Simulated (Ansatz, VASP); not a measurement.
# Cross-check of SiC between VASP and Ansatz, part 3 of 3

One calculation is typed for both programs; each brings its own data sets. How far apart do they land? The cell is taken from a series of runs on this material, whose earlier steps may have relaxed, scaled, displaced or heated it; both programs get it as it stands.

VASP 6.6.1 and Ansatz 0.2.0.

So far: Starting point; VASP: zone-centre phonons, LDA.

## Step 3: Ansatz: zone-centre phonons, LDA

Level of this step: Ansatz beside VASP: Kohn-Sham DFT, plane waves, LDA (Ansatz).

Ansatz runs on its PAW soft_1 files.

The same cell, functional (in two slightly different forms) and mesh now go to Ansatz, which takes its cutoff from its data sets.

Input file input.yaml:

```yaml
crystal:
  lattice:
    - [3.0483247959, 0.0, 0.0]
    - [-1.524162398, 2.6399267122, 0.0]
    - [0.0, 0.0, 9.9783681532]
  atoms:
    - { symbol: C, position: [0.6666666667, 0.3333333333, 0.7498092508] }
    - { symbol: C, position: [0.3333333333, 0.6666666667, 0.2498092508] }
    - { symbol: C, position: [0.0, 0.0, 0.500447047] }
    - { symbol: C, position: [0.0, 0.0, 0.000447047] }
    - { symbol: Si, position: [0.6666666667, 0.3333333333, 0.9378354998] }
    - { symbol: Si, position: [0.3333333333, 0.6666666667, 0.4378354998] }
    - { symbol: Si, position: [0.0, 0.0, 0.6879072022] }
    - { symbol: Si, position: [0.0, 0.0, 0.1879072022] }
kpoints:
  mp_grid: { grid: [9, 9, 4] }
hamiltonian:
  xc: lda
  pseudopotentials: { kind: paw, azcp: { folder: soft_1 }, xc_functional: pbe }
scf:
  occupations: { method: fixed }
output:
  eigenvalues: true
phonons:
  method: dfpt
  dielectric: true
  rigid_motions: translations
```

Command:

```
> ansatz run input.yaml --threads 8 --pin off --max-ram 16384MiB --backend cpu --events-out ev --progress --plain --runs-dir out
```

Numbers of over 12 decimals in the logs are rounded to 6 here.

The log of the run:

```text
Engine: ansatz 0.2.0, aarch64-unknown-linux-gnu
Pseudopotentials: kind: paw
Pseudopotential: C, paw, valence charge 4, recommended cutoff 420 eV (normal), soft_1/C.paw.azcp
Pseudopotential: Si, paw, valence charge 4, recommended cutoff 420 eV (normal), soft_1/Si.paw.azcp
Functional definition: SPW92
  exchange = slater_x
  correlation = pw_c
Crystal: 8 atoms, lattice volume = 80.299 Å³
Basis set: ecut = 420 eV, 1569 PW (Γ), exchange–correlation on 48×48×144 points (8 copies of the dense FFT grid, shifted against one another)
Bands: 24, of which v1, the nominal top of the filled ones, is band 16 counted from 1 (15 counted from 0)
Symmetry: 12 space group operations
k-points: 95 of 324 (irreducible under 2 space group operations, time reversal used)
Non-local potential: C, projectors of the file, l = 0: 2, l = 1: 2, l = 2: 1
Non-local potential: Si, projectors of the file, l = 0: 2, l = 1: 2, l = 2: 1
PAW form: soft (Blöchl's): semilocal exchange-correlation on the pseudo side does not see the compensation charge
PAW frozen core: C, regenerated for the run's functional, and the local potential with it (the file was generated under x = pbe(κ = 0.804, μ = 0.219515), c = pbe(β = 0.066725))
PAW frozen core: Si, regenerated for the run's functional, and the local potential with it (the file was generated under x = pbe(κ = 0.804, μ = 0.219515), c = pbe(β = 0.066725))
PAW one-centre angular grid: C, 110 points (default); XC on 64 Gauss nodes
PAW one-centre angular grid: Si, 110 points (default); XC on 64 Gauss nodes
Initial density: superposition of atomic densities (chi_scale 0.1, normalization cell, long waves kept (reshape's long-wave potential 0.00 eV rms))
Initial wavefunctions: pseudopotential atomic-orbital guess
Functional: x = slater, c = lda
SCF iter   1: F=—  HF=-3415.332278 eV  |F-HF|=—  |Δ(HF+E_count)|=         —  Δρ=1.44e-1  dr2=1.99e1  ethr=3.10e-3  ⟨swp⟩=5.0  Hψ=10606  notcnv=0  defer=508
preconditioner: auto → none  [insulator: Δε(μ)=4.222 eV  Ē_g=13.005 eV  n_scr=6 (ndim 8)  ℏωp=23.4 eV  f_vac=0.000  ε∞_Penn≈4.2]
SCF iter   2: F=—  HF=-3409.238477 eV  |F-HF|=—  |Δ(HF+E_count)|=    6.09e0  Δρ=5.02e-2  dr2=1.29e0  ethr=3.10e-3  ⟨swp⟩=4.1  Hψ=6371  notcnv=0  defer=555
SCF iter   3: F=—  HF=-3408.857299 eV  |F-HF|=—  |Δ(HF+E_count)|=   3.81e-1  Δρ=1.88e-2  dr2=1.46e-1  ethr=3.10e-3  ⟨swp⟩=2.5  Hψ=4377  notcnv=0  defer=554
SCF iter   4: F=—  HF=-3408.824011 eV  |F-HF|=—  |Δ(HF+E_count)|=   3.33e-2  Δρ=1.52e-3  dr2=1.04e-3  ethr=4.57e-4  ⟨swp⟩=2.4  Hψ=2721  notcnv=0  defer=570
SCF iter   5: F=—  HF=-3408.824271 eV  |F-HF|=—  |Δ(HF+E_count)|=   2.60e-4  Δρ=3.35e-4  dr2=1.75e-4  ethr=3.24e-6  ⟨swp⟩=2.0  Hψ=3590  notcnv=0  defer=570
SCF iter   6: F=—  HF=-3408.824227 eV  |F-HF|=—  |Δ(HF+E_count)|=   4.48e-5  Δρ=1.25e-4  dr2=8.16e-6  ethr=5.46e-7  ⟨swp⟩=2.2  Hψ=3186  notcnv=0  defer=554
SCF iter   7: F=—  HF=-3408.824226 eV  |F-HF|=—  |Δ(HF+E_count)|=   3.64e-7  Δρ=2.07e-5  dr2=3.07e-7  ethr=2.55e-8  ⟨swp⟩=2.1  Hψ=3034  notcnv=0  defer=382
SCF iter   8: F=—  HF=-3408.824224 eV  |F-HF|=—  |Δ(HF+E_count)|=   1.90e-6  Δρ=8.79e-6  dr2=1.21e-7  ethr=9.60e-10  ⟨swp⟩=2.7  Hψ=4361  notcnv=0  defer=303
SCF iter   9: F=—  HF=-3408.824224 eV  |F-HF|=—  |Δ(HF+E_count)|=   3.22e-8  Δρ=1.89e-6  dr2=1.31e-9  ethr=3.78e-10  ⟨swp⟩=2.0  Hψ=2978  notcnv=0  defer=303
SCF iter  10: F=-3408.824224 eV  HF=-3408.824224 eV  |F-HF|=1.32e-11  |Δ(HF+E_count)|=  2.67e-10  Δρ=4.16e-7  dr2=5.93e-11  ethr=1.00e-12  ⟨swp⟩=16.9  Hψ=18841  notcnv=0
SCF 1 converged in 10 iterations: F = -3408.824224 eV  dr2 = 5.93e-11
  greatest PAW one-centre occupation: 0.644 electrons in one spin orbital (limit 2), on the C atom at site 1 (counted from 0), in its partial waves of l = 0
NSCF: frozen V_eff on 4 k-points
DFPT response loops at Γ: preconditioner auto → Resta (q_TF=auto, 2.340 Å⁻¹)  ε∞=5.1 (no band partly filled); β = 1.00, the filter's whole step (`scf.mixing.beta` (0.50) is not read by the response loops at its default; to damp them type it under 1.00, their step now; it binds the ground state too); Broyden in place of MSR1
── the response to a field inside a basis, on 10×10×4 k-points: an SCF that follows is theirs, and a resumed run solves both again ──
Bands: 17, of which v1, the nominal top of the filled ones, is band 16 counted from 1 (15 counted from 0)
k-points: 60 of 400 (irreducible under 4 space group operations, time reversal used)
Initial density: handed on by an earlier stage of this run
Initial wavefunctions: pseudopotential atomic-orbital guess (no wavefunctions were taken with the density)
Eigensolver: Dense (60 Hₖ)
SCF iter   1: F=—  HF=-3408.814122 eV  |F-HF|=—  |Δ(HF+E_count)|=         —  Δρ=1.37e-4  dr2=3.60e-6  ethr=1.00e-1
preconditioner: auto → none  [insulator: Δε(μ)=2.362 eV  Ē_g=9.843 eV  n_scr=6 (ndim 8)  ℏωp=23.4 eV  f_vac=0.000  ε∞_Penn≈6.7]
SCF iter   2: F=—  HF=-3408.814122 eV  |F-HF|=—  |Δ(HF+E_count)|=   5.32e-7  Δρ=6.63e-5  dr2=7.94e-7  ethr=1.13e-8
SCF iter   3: F=-3408.814123 eV  HF=-3408.814123 eV  |F-HF|=5.14e-8  |Δ(HF+E_count)|=   2.70e-7  Δρ=6.88e-6  dr2=5.94e-8  ethr=2.48e-9
SCF 1 converged in 3 iterations: F = -3408.814123 eV  dr2 = 5.94e-8
DFPT response loops at Γ: preconditioner auto → Resta (q_TF=auto, 2.340 Å⁻¹)  ε∞=5.0 (no band partly filled); β = 1.00, the filter's whole step (`scf.mixing.beta` (0.50) is not read by the response loops at its default; to damp them type it under 1.00, their step now; it binds the ground state too); Broyden in place of MSR1
SCF converged after 10 iterations
Free energy (F): -3408.824224 eV
Harris-Foulkes:  -3408.824224 eV  (|F-HF|=1.32e-11)
Internal energy: -3408.824224 eV  (E = F + TS)
E sigma→0 (E₀):  -3408.824224 eV
Fermi energy:    9.697722 eV
--- Per-component energies (eV) ---
  E_band       = 117.858859
  E_kinetic    = 539.573177
  E_local      = -382.416120  (includes V_loc(G=0)·N_el)
  E_nonlocal   = 190.020100
  E_hartree    = 125.767772
  E_xc         = -421.682256
  E_vxc        = -437.568150  (∫ρ·V_xc dr)
  E_paw        = -2310.822020  (= ΣΔE_a)
  E_vpaw       = -43.285842  (= ΣTr[D̂ρ^β])
  E_aug_tail   = 0.000188  (compensation charges beyond the density's cutoff)
  E_ewald      = -1149.853719
  E_core_change = 0.588653  (= ΣΔE_core)
  E_smearing   = -0.000000  (= −TS)
  E_closure    = 0.000000  (closes the sum)
  Σ components = -3408.824224   (vs F -3408.824224, Δ=0.00e0)
--- Band table (eV; the first three rows and the last of 95) ---
  k-point 0: bands = [... 12 lower, 9.1079, 9.6453, 9.6977, 9.6977, 14.9964, 15.5649, 16.2082, 16.3418, ... 4 higher]
  k-point 1: bands = [... 12 lower, 9.2800, 9.2800, 9.6417, 9.6417, 15.0493, 15.4191, 16.3939, 16.5950, ... 4 higher]
  k-point 2: bands = [... 12 lower, 9.4891, 9.4891, 9.4891, 9.4891, 15.2008, 15.2008, 16.6876, 16.6876, ... 4 higher]
  k-point 94: bands = [... 12 lower, 6.4146, 6.4146, 8.2847, 8.2847, 13.9625, 13.9625, 15.2503, 15.2503, ... 4 higher]
--- Phonons (Γ-DFPT): 8 representative perturbations + reference, on 95 of 324 k-points (Σ response iterations 25) ---
  k mesh reduced under 2 symmetry operations, with k and −k counted as one. Each operation leaves every solved perturbation unchanged. A smaller set is not considered because the run solves the response to a homogeneous field
  ASR residual: 1.277e-4 → 0.000e0 eV/Å²; symmetrization residual: 3.086e-6 eV/Å²
  ASR residual per site (eV/Å²): 1.06e-4 1.06e-4 7.88e-5 7.88e-5 2.68e-5 2.68e-5 1.28e-4 1.28e-4
  Γ frequencies (cm⁻¹): 0.00 0.00 0.00 191.45 191.45 199.59 199.59 258.15 258.15 404.27 412.52 613.24 783.11 783.11 790.66 790.66 793.45 798.62 798.62 809.13 809.13 850.09 924.47 933.62
  ε∞ (high-frequency dielectric tensor):
        6.931101     0.000000     0.000000
        0.000000     6.931101     0.000000
        0.000000     0.000000     7.233414
  ε⁰ (static dielectric tensor: ions relaxed, cell fixed):
       10.219190     0.000000     0.000000
        0.000000    10.219190     0.000000
        0.000000     0.000000    10.904645
  ε⁰ − ε∞ (ionic part):
        3.288089     0.000000     0.000000
        0.000000     3.288089     0.000000
        0.000000     0.000000     3.671231
  softest optical mode at Γ: 191.45 cm⁻¹; the repairs (sum rule, projections) moved no ω² at Γ by more than (2.02 cm⁻¹)²
  Born effective charges Z* (e; rows j = field, columns β = displacement):
    site 0:
        -2.73867   -0.00000   -0.00000
        -0.00000   -2.73867    0.00000
        -0.00000   -0.00000   -2.77909
    site 1:
        -2.73867   -0.00000    0.00000
        -0.00000   -2.73867   -0.00000
        -0.00000    0.00000   -2.77909
    site 2:
        -2.69706   -0.00000   -0.00000
        -0.00000   -2.69706   -0.00000
         0.00000    0.00000   -2.84923
    site 3:
        -2.69706   -0.00000   -0.00000
        -0.00000   -2.69706    0.00000
         0.00000   -0.00000   -2.84923
    site 4:
         2.71321    0.00000   -0.00000
         0.00000    2.71321   -0.00000
        -0.00000    0.00000    2.67196
    site 5:
[...]
site 6:
[...]
site 7:
[...]
Z* charge neutrality: 9.761e-3 e pre-enforcement
  solved inside a basis spanned on kpoints, on 10×10×4 k-points, its susceptibility summed on 14×14×4: ε∞ is read to err by 2.6e-2, Z* by 1.6e-2 e (field_mesh: kpoints solves on kpoints); Z* is corrected for what the basis lacks
  optical modes at Γ without the LO–TO term, one row a degenerate level:
      ω (cm⁻¹)  modes    IR ((D/Å)²/amu)
[...]
optical modes at Γ + LO–TO along q̂ = [1.0000, 0.0000, 0.0000]:
      ω (cm⁻¹)  modes    IR ((D/Å)²/amu)
[...]
optical modes at Γ + LO–TO along q̂ = [0.0000, 1.0000, 0.0000]:
      ω (cm⁻¹)  modes    IR ((D/Å)²/amu)
[...]
optical modes at Γ + LO–TO along q̂ = [0.0000, 0.0000, 1.0000]:
      ω (cm⁻¹)  modes    IR ((D/Å)²/amu)
[...]
783.11      2             0.0570
        790.66      2             0.0000
        798.62      2             0.0000
        809.13      2           161.9991
        849.80      1             0.0558
        924.47      1             0.0000
        933.62      1             0.0000
        974.19      1            86.8564
```

In the SCF lines HF is the Harris–Foulkes energy and dr2 the Hartree energy of the density residual, in eV; the loop may stop once dr2 is under the threshold and the program's other checks hold. Hψ counts applications of the Hamiltonian.

## Step 4: Side by side

Known differences besides the potentials themselves: fixed occupations in Ansatz, narrow Gaussian smearing in VASP; VASP's response is taken on the typed mesh, Ansatz refines its own for the field response alone; the cutoff is 420 eV in Ansatz and 600 eV in VASP; VASP's log shows a relativistic correction to its local exchange, Ansatz's none. Total energies have different zeros and are not compared.

Compared:

```csv
quantity,Ansatz,VASP,difference
ε∞ xx,6.93,6.99,-0.86 %
ε∞ yy,6.93,6.99,-0.86 %
ε∞ zz,7.23,7.24,-0.07 %
Born charge of C1 (mean of the diagonal) (e),-2.75,-2.74,-0.01
Born charge of Si5 (mean of the diagonal) (e),2.70,2.68,+0.01
optical mode 1 to 2 (cm⁻¹),191.4,191.5,-0.03 %
optical mode 3 to 4 (cm⁻¹),199.6,199.7,-0.06 %
optical mode 5 to 6 (cm⁻¹),258.1,258.5,-0.14 %
optical mode 7 (cm⁻¹),404.3,404.8,-0.13 %
optical mode 8 (cm⁻¹),412.5,413.3,-0.20 %
optical mode 9 (cm⁻¹),613.2,612.4,+0.14 %
optical mode 10 to 11 (cm⁻¹),783.1,782.7,+0.05 %
optical mode 12 to 13 (cm⁻¹),790.7,790.0,+0.08 %
optical mode 14 (cm⁻¹),793.5,792.9,+0.07 %
optical mode 15 to 16 (cm⁻¹),798.6,797.9,+0.08 %
optical mode 17 to 18 (cm⁻¹),809.1,808.6,+0.06 %
optical mode 19 (cm⁻¹),850.1,850.2,-0.01 %
optical mode 20 (cm⁻¹),924.5,924.2,+0.03 %
optical mode 21 (cm⁻¹),933.6,933.0,+0.07 %
```

Modes are paired by rising frequency, not by their patterns, so a pair may set unlike modes beside each other; they are those without the splitting of longitudinal modes.

## Step 5: Outcome

```json
{"r.m.s. difference of the optical zone-centre modes, each program's sorted by frequency (zone-centre phonons, LDA)": "0.51 cm⁻¹", "difference in ε∞ xx (zone-centre phonons, LDA)": "-0.9 %"}
```

What this shows: The r.m.s. difference of the optical zone-centre modes, each program's sorted by frequency is 0.51 cm⁻¹ (zone-centre phonons, LDA). Among the rows given in per cent, the largest difference of the zone-centre phonons, LDA pair is in ε∞ xx, -0.9 %. Such differences can come from data sets, numerical settings and the points named under the comparisons, not from the functional's error against experiment.

[Lines on the potential files, build, host, timing and source positions are cut from VASP's logs without a mark.]

[Logs are printed without paths, hosts, clocks, repeated set-up lines and the standing remarks that a program may print on its own settings, such as how far it seeks lower states.]

[Hosts, paths, dates, database ids (printed as entryN), source tags and the programs' standing remarks are cut or masked in the printed files.]
